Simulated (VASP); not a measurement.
A convergence study with VASP on Ge (space group no. 227 when undisturbed): a few settings are varied, all else stays as given below, so the limit is that of these other settings. One atom is moved off its site, so that forces are finite.

```
Ge
1.0
    0.00000     2.84314     2.84314
    2.84314     0.00000     2.84314
    2.84314     2.84314     0.00000
Ge
2
Direct
  0.00508   0.00508   0.00508
  0.25000   0.25000   0.25000
```

These are PBE GGA, VASP's PBE PAW potentials (set 64) (plane waves; VASP) values and carry that method's errors. The last row used: 300 eV cut-off, 18×18×18 Γ-centred mesh shifted by (0.5, 0.5, 0.5), Fermi-Dirac smearing of 0.010 eV, potentials Ge_d.

```
setting        E (eV/atom)  pressure (GPa)  largest force (eV/Å)  irreducible k-points
-------------  -----------  --------------  --------------------  --------------------
2×2×2 mesh         -4.3858            1.16                 0.634                     5
3×3×3 mesh         -4.4830            0.98                 0.614                    16
4×4×4 mesh         -4.4971            1.07                 0.609                    30
5×5×5 mesh         -4.5003            1.11                 0.607                    58
6×6×6 mesh             [?]             [?]                   [?]                    91
7×7×7 mesh         -4.5018            1.16                   [?]                   144
8×8×8 mesh         -4.5018            1.16                 0.604                   204
9×9×9 mesh         -4.5019            1.17                 0.603                   290
10×10×10 mesh      -4.5019            1.17                 0.603                   385
11×11×11 mesh      -4.5019            1.17                 0.602                   512
12×12×12 mesh      -4.5018            1.16                 0.602                   650
13×13×13 mesh      -4.5019            1.17                 0.602                   826
14×14×14 mesh      -4.5019            1.17                 0.601                  1015
16×16×16 mesh      -4.5019            1.16                 0.602                  1496
18×18×18 mesh      -4.5019            1.17                 0.602                  2109
```

### Question
Some entries are withheld; supply them.

### Answer

- 7×7×7 mesh, largest force (eV/Å): 0.605
- 6×6×6 mesh, E (eV/atom): -4.5012
- 6×6×6 mesh, pressure (GPa): 1.12
- 6×6×6 mesh, largest force (eV/Å): 0.606

Left out are rungs that failed or repeat a setting and relaxations that didn't move; long series are thinned to 24 rows.

The structure is a typed Ge crystal (space group no. 227). The cell was not relaxed at this level, it is distorted from the ideal structure.
